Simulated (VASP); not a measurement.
Calculation: PBEsol GGA, VASP's PBE PAW potentials (set 64) (plane waves; VASP).

The input files of a VASP run:

POSCAR:
```
WS2 bilayer
1
    3.1460801423     0.0000000000    -0.0000000000
   -1.5730400712     2.7245853060    -0.0000000000
   -0.0000000000    -0.0000000000    25.9866534523
W S
2 4
Direct
  0.6666670000   0.3333330000   0.3782570762
  0.3333330000   0.6666670000   0.6217429238
  0.3333330000   0.6666670000   0.4386073515
  0.3333330000   0.6666670000   0.3179514648
  0.6666670000   0.3333330000   0.6820485352
  0.6666670000   0.3333330000   0.5613926485
```

File KPOINTS:
```
Automatic mesh
0
G
 12 12 1
0 0 0
```

**INCAR**
```
SYSTEM = WS2 bilayer
PREC = Normal
ENCUT = 400
EDIFF = 1E-6
NELM = 100
ALGO = Normal
LREAL = .FALSE.
LASPH = .TRUE.
ISMEAR = 0
SIGMA = 0.05
GGA = PS
LMAXMIX = 6
LWAVE = .FALSE.
LCHARG = .FALSE.
NELMIN = 4
LVHAR = .TRUE.
LORBIT = 11
```

POTCAR, in this order: W_sv S (PBE.64 set). Program: vasp_std. Read from the step before: WAVECAR.

Output

**OSZICAR**
```
       N       E                     dE             d eps       ncg     rms          rms(c)
DAV:   1    -0.505227081392E+02   -0.50523E+02   -0.38271E-04  1311   0.188E-01    0.220E-02
DAV:   2    -0.505226985319E+02    0.96073E-05   -0.66929E-05  1505   0.497E-02    0.112E-02
DAV:   3    -0.505226982241E+02    0.30785E-06   -0.42157E-06  1256   0.118E-02    0.407E-03
DAV:   4    -0.505226981458E+02    0.78321E-07   -0.73378E-07   904   0.501E-03
   1 F= -.50522698E+02 E0= -.50522698E+02  d E =-.177226E-22
```

OUTCAR:
```
------------------------ aborting loop because EDIFF is reached ----------------------------------------
  FORCE on cell =-STRESS in cart. coord.  units (eV):
  Direction    XX          YY          ZZ          XY          YZ          ZX
  --------------------------------------------------------------------------------------
  Total        0.0459542      0.0459542      0.0467383     -0.0000000     -0.0000000     -0.0000000
  in kB        0.3305333      0.3305333      0.3361729     -0.0000000     -0.0000000     -0.0000000
  external PRESSURE =       0.3324132 kB  Pullay stress =       0.0000000 kB
  volume of cell :      222.75
      direct lattice vectors                 reciprocal lattice vectors
     3.146080142  0.000000000  0.000000000     0.317855857  0.183514166  0.000000000
    -1.573040071  2.724585306  0.000000000     0.000000000  0.367028332  0.000000000
     0.000000000  0.000000000 25.986653452     0.000000000  0.000000000  0.038481292
 POSITION                                       TOTAL-FORCE (eV/Angst)
 -----------------------------------------------------------------------------------
      1.57304      0.90819      9.82964         0.000000      0.000000     -0.003685
     -0.00000      1.81639     16.15702        -0.000000     -0.000000      0.003685
     -0.00000      1.81639     11.39794        -0.000000     -0.000000      0.008379
     -0.00000      1.81639      8.26249         0.000000     -0.000000     -0.010250
      1.57304      0.90819     17.72416        -0.000000      0.000000      0.010250
      1.57304      0.90819     14.58872         0.000000      0.000000     -0.008379
 -----------------------------------------------------------------------------------
    total drift:                                0.000000      0.000000     -0.000000
  FREE ENERGIE OF THE ION-ELECTRON SYSTEM (eV)
  ---------------------------------------------------
  free  energy   TOTEN  =       -50.5226981458 eV

  energy  without entropy=      -50.5226981458  energy(sigma->0) =      -50.52269815

 total charge

# of ion       s       p       d       tot
------------------------------------------
    1        2.326   6.340   3.417  12.083
    2        2.326   6.340   3.417  12.083
    3        1.353   2.347   0.000   3.700
    4        1.352   2.351   0.000   3.703
    5        1.352   2.351   0.000   3.703
    6        1.353   2.347   0.000   3.700
--------------------------------------------------
tot         10.063  22.076   6.833  38.972
```
(Selected blocks of OUTCAR.)

OUTCAR:
```
 val. band max:        0.5244243256   @ k =   0.0000   0.0000   0.0000

 cond. band min:       2.0519033549   @ k =   0.1667   0.1667   0.0000


 Fermi energy:         0.8555183148

 k-point     1 :       0.0000    0.0000    0.0000
  band No.  band energies     occupation
      1     -73.6700      2.00000
      2     -73.6700      2.00000
      3     -37.9470      2.00000
      4     -37.9470      2.00000
      5     -37.7527      2.00000
      6     -37.7526      2.00000
      7     -37.7526      2.00000
      8     -37.7526      2.00000
      9     -14.7014      2.00000
     10     -14.6170      2.00000
     11     -13.0511      2.00000
     12     -12.8883      2.00000
     13      -6.5224      2.00000
     14      -6.0961      2.00000
     15      -2.6137      2.00000
     16      -2.6137      2.00000
     17      -2.6092      2.00000
     18      -2.6092      2.00000
     19      -2.4481      2.00000
     20      -1.4925      2.00000
     21      -1.3399      2.00000
     22      -1.3398      2.00000
     23      -1.3224      2.00000
     24      -1.3223      2.00000
     25      -0.0920      2.00000
     26       0.5244      2.00000
     27       3.2175      0.00000
     28       3.2176      0.00000
     29       3.2239      0.00000
     30       3.2239      0.00000
     31       3.3652      0.00000

 k-point     2 :       0.0833    0.0000    0.0000
  band No.  band energies     occupation
      1     -73.6686      2.00000
      2     -73.6686      2.00000
      3     -37.9423      2.00000
      4     -37.9422      2.00000
      5     -37.7788      2.00000
      6     -37.7788      2.00000
      7     -37.7587      2.00000
      8     -37.7587      2.00000
      9     -14.5804      2.00000
     10     -14.4959      2.00000
     11     -13.0036      2.00000
     12     -12.8458      2.00000
     13      -6.3800      2.00000
     14      -5.9536      2.00000
     15      -2.9249      2.00000
     16      -2.9170      2.00000
     17      -2.6981      2.00000
...
```

Unless said otherwise, spin-orbit coupling is left out, though it shifts the bands of the heavy elements here.

The cell is a sheet with vacuum, built from WS2 (2H layered).
